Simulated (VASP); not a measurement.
Output of a VASP run:

**OUTCAR**
```
 ion  position               nearest neighbor table
   1  0.989  0.989  0.011-   3 2.99   3 2.99   2 2.99   2 2.99   3 3.07   2 3.07   3 3.07   2 3.07
  LATTYP: Found a face centered cubic cell.
 ALAT       =     6.9958458830
 Subroutine PRICEL returns:
 Original cell was already a primitive cell.
 Subroutine GETGRP returns: Found  8 space group operations
The static configuration has the point symmetry C_4v.
The dynamic configuration has the point symmetry C_4v.
 Subroutine INISYM returns: Found  8 space group operations
 Subroutine IBZKPT returns following result:
 Found     30 irreducible k-points:

 Following reciprocal coordinates:
            Coordinates               Weight
  0.000000  0.000000  0.000000      1.000000
  0.166667  0.000000  0.000000      8.000000
  0.333333  0.000000  0.000000      8.000000
  0.500000  0.000000  0.000000      4.000000
  0.166667  0.166667  0.000000      2.000000
  0.000000  0.166667  0.166667      4.000000
  0.333333  0.166667  0.000000      8.000000
  0.000000  0.333333  0.166667     16.000000
  0.500000  0.166667  0.000000      8.000000
  0.000000  0.500000  0.166667     16.000000
 -0.333333  0.166667  0.000000      8.000000
  0.000000 -0.333333  0.166667     16.000000
 -0.166667  0.166667  0.000000      4.000000
  0.000000 -0.166667  0.166667      8.000000
  0.333333  0.333333  0.000000      2.000000
  0.000000  0.333333  0.333333      4.000000
  0.500000  0.333333  0.000000      8.000000
  0.000000  0.500000  0.333333     16.000000
 -0.333333  0.333333  0.000000      4.000000
  0.000000 -0.333333  0.333333      8.000000
  0.500000  0.500000  0.000000      1.000000
  0.000000  0.500000  0.500000      2.000000
  0.500000  0.333333  0.166667      8.000000
  0.166667  0.500000  0.333333      8.000000
  0.333333  0.166667  0.500000      8.000000
 -0.333333  0.333333  0.166667     16.000000
  0.166667 -0.333333  0.333333      8.000000
 -0.333333  0.500000  0.166667      4.000000
  0.166667 -0.333333  0.500000      4.000000
  0.500000  0.166667 -0.333333      4.000000
   k-points           NKPTS =     30   k-points in BZ     NKDIM =     30   number of bands    NBANDS=     16
   number of dos      NEDOS =    301   number of ions     NIONS =      3
   total plane-waves  NPLWV =  46656
   dimension x,y,z NGX =    36 NGY =   36 NGZ =   36
   dimension x,y,z NGXF=    72 NGYF=   72 NGZF=   72
   ions per type =               1   2
   PREC   = accura    normal or accurate (medium, high low for compatibility)
   ISTART =      0    job   : 0-new  1-cont  2-samecut
   ICHARG =      2    charge: 1-file 2-atom 10-const
   ISPIN  =      1    spin polarized calculation?
   LNONCOLLINEAR =      F non collinear calculations
   LSORBIT =      F    spin-orbit coupling
   INIWAV =      1    electr: 0-lowe 1-rand  2-diag
   ENCUT  =  480.0 eV  35.28 Ry    5.94 a.u.   8.84  8.84  8.84*2*pi/ulx,y,z
   NELM   =    100;   NELMIN=  2; NELMDL= -5     # of ELM steps
   EDIFF  = 0.1E-06   stopping-criterion for ELM
   LREAL  =      F    real-space projection
   NLSPLINE    = F    spline interpolate recip. space projectors
   LMAXMIX     =    4 max onsite mixed and CHGCAR
   VOSKOWN=      0    Vosko Wilk Nusair interpolation
   EDIFFG = 0.1E-05   stopping-criterion for IOM
   NSW    =      0    number of steps for IOM
   NBLOCK =      1;   KBLOCK =      1    inner block; outer block
   IBRION =     -1    ionic relax: 0-MD 1-quasi-New 2-CG
   NFREE  =      0    steps in history (QN), initial steepest desc. (CG)
   ISIF   =      2    stress and relaxation
   ISYM   =      2    0-nonsym 1-usesym 2-fastsym
   TEIN   =    0.0    initial temperature
   TEBEG  =    0.0;   TEEND  =   0.0 temperature during run
   SMASS  =  -3.00    Nose mass-parameter (am)
   PSTRESS=    0.0 pullay stress
   NELECT =      24.0000    total number of electrons
   EFERMI =   0.00;   METHOD = LEGACY
   ISMEAR =     0;   SIGMA  =   0.05  broadening in eV -4-tet -1-fermi 0-gaus
   IALGO  =     38    algorithm
...
```

OSZICAR:
```
       N       E                     dE             d eps       ncg     rms          rms(c)
DAV:   1     0.120135759303E+03    0.12014E+03   -0.11387E+04   960   0.129E+03
DAV:   2    -0.330665349772E+02   -0.15320E+03   -0.15055E+03  1264   0.251E+02
DAV:   3    -0.423510026677E+02   -0.92845E+01   -0.92730E+01  1528   0.651E+01
DAV:   4    -0.425548798737E+02   -0.20388E+00   -0.20375E+00  1488   0.810E+00
DAV:   5    -0.425591166000E+02   -0.42367E-02   -0.42366E-02  1488   0.963E-01    0.116E+01
DAV:   6    -0.362555789994E+02    0.63035E+01   -0.23851E+00  1608   0.118E+01    0.828E+00
DAV:   7    -0.348165721831E+02    0.14390E+01   -0.95769E-01  1448   0.986E+00    0.118E+00
DAV:   8    -0.357793613758E+02   -0.96279E+00   -0.10472E+00  1248   0.935E+00    0.205E+00
DAV:   9    -0.351056255172E+02    0.67374E+00   -0.11931E-01  1288   0.426E+00    0.152E+00
DAV:  10    -0.352216085107E+02   -0.11598E+00   -0.28836E-02  1488   0.200E+00    0.124E+00
DAV:  11    -0.356420979980E+02   -0.42049E+00   -0.19353E-01   976   0.468E+00    0.506E-01
DAV:  12    -0.356831963094E+02   -0.41098E-01   -0.41516E-02  1024   0.228E+00    0.372E-01
DAV:  13    -0.356393653904E+02    0.43831E-01   -0.23399E-02   960   0.177E+00    0.611E-01
DAV:  14    -0.356736951270E+02   -0.34330E-01   -0.15763E-02   960   0.160E+00    0.231E-01
DAV:  15    -0.356855357363E+02   -0.11841E-01   -0.28612E-03   960   0.636E-01    0.151E-01
DAV:  16    -0.356858506054E+02   -0.31487E-03   -0.57945E-05  1640   0.827E-02    0.123E-01
DAV:  17    -0.356861327546E+02   -0.28215E-03   -0.79258E-05  1096   0.104E-01    0.739E-02
DAV:  18    -0.356864903599E+02   -0.35761E-03   -0.89684E-05  1056   0.112E-01    0.358E-02
DAV:  19    -0.356866054248E+02   -0.11506E-03   -0.83163E-05  1088   0.950E-02    0.126E-02
DAV:  20    -0.356866065576E+02   -0.11328E-05   -0.10368E-05  1064   0.385E-02    0.101E-02
DAV:  21    -0.356866080525E+02   -0.14949E-05   -0.13417E-06  1400   0.128E-02    0.899E-03
DAV:  22    -0.356866086553E+02   -0.60285E-06   -0.79568E-07  1384   0.105E-02    0.526E-03
DAV:  23    -0.356866091266E+02   -0.47130E-06   -0.11250E-06  1032   0.119E-02    0.274E-03
DAV:  24    -0.356866098016E+02   -0.67501E-06   -0.67483E-07  1072   0.119E-02    0.159E-03
DAV:  25    -0.356866106297E+02   -0.82809E-06   -0.33471E-07  1000   0.769E-03    0.797E-04
DAV:  26    -0.356866106881E+02   -0.58410E-07   -0.21688E-08   928   0.190E-03
   1 F= -.35686611E+02 E0= -.35686611E+02  d E =-.556268E-13
```

**OUTCAR**
```
------------------------ aborting loop because EDIFF is reached ----------------------------------------
  FORCE on cell =-STRESS in cart. coord.  units (eV):
  Direction    XX          YY          ZZ          XY          YZ          ZX
  --------------------------------------------------------------------------------------
  Total        0.0326420      0.0326420      0.0124971      0.0000000      0.0000000      0.0000000
  in kB        0.6109803      0.6109803      0.2339159      0.0000000      0.0000000      0.0000000
  external PRESSURE =       0.4852922 kB  Pullay stress =       0.0000000 kB
  volume of cell :       85.60
      direct lattice vectors                 reciprocal lattice vectors
     0.000000000  3.497922942  3.497922942    -0.142941971  0.142941971  0.142941971
     3.497922942  0.000000000  3.497922942     0.142941971 -0.142941971  0.142941971
     3.497922942  3.497922942  0.000000000     0.142941971  0.142941971 -0.142941971
 POSITION                                       TOTAL-FORCE (eV/Angst)
 -----------------------------------------------------------------------------------
      3.49792      3.49792      6.92085         0.000000      0.000000      0.213110
      1.74896      1.74896      1.74896         0.000000      0.000000     -0.106555
      5.24688      5.24688      5.24688        -0.000000     -0.000000     -0.106555
 -----------------------------------------------------------------------------------
    total drift:                               -0.000000     -0.000000     -0.002906
  FREE ENERGIE OF THE ION-ELECTRON SYSTEM (eV)
  ---------------------------------------------------
  free  energy   TOTEN  =       -35.6866106881 eV

  energy  without entropy=      -35.6866106881  energy(sigma->0) =      -35.68661069
```
(Selected blocks of OUTCAR.)

POSCAR:
```
SrCl2
1
    0.0000000000     3.4979229415     3.4979229415
    3.4979229415     0.0000000000     3.4979229415
    3.4979229415     3.4979229415     0.0000000000
Sr Cl
1 2
Direct
 -0.0107206478  -0.0107206478   0.0107206478
  0.2500000000   0.2500000000   0.2500000000
  0.7500000000   0.7500000000   0.7500000000
```

Write an INCAR and KPOINTS that could have produced this output.

This is not unique; one that fits is the input of the run itself, r2SCAN meta-GGA, plane waves, VASP's PBE PAW potentials (set 64).

**INCAR**
```
! general
SYSTEM  = SrCl2
PREC    = Accurate
ENCUT   = 480
LREAL   = .False.
LASPH   = .True.

! electronic loop
EDIFF   = 1E-7
NELM    = 100
ALGO    = Normal
LMAXMIX = 4
LMIXTAU = .True.

! smearing
ISMEAR  = 0   ! Gaussian
SIGMA   = 0.05   ! width (eV)

! functional
METAGGA = R2SCAN

! ions
ISIF    = 2   ! forces and stress, cell fixed

! output
LWAVE   = .False.
LCHARG  = .False.
```

File KPOINTS:
```
Automatic
0
G
  6 6 6
```

POTCAR, in this order: Sr_sv Cl (PBE.64 set). Program: vasp_std.

The compound is SrCl2 in the fluorite structure. This cell was strained or had an atom moved on purpose.
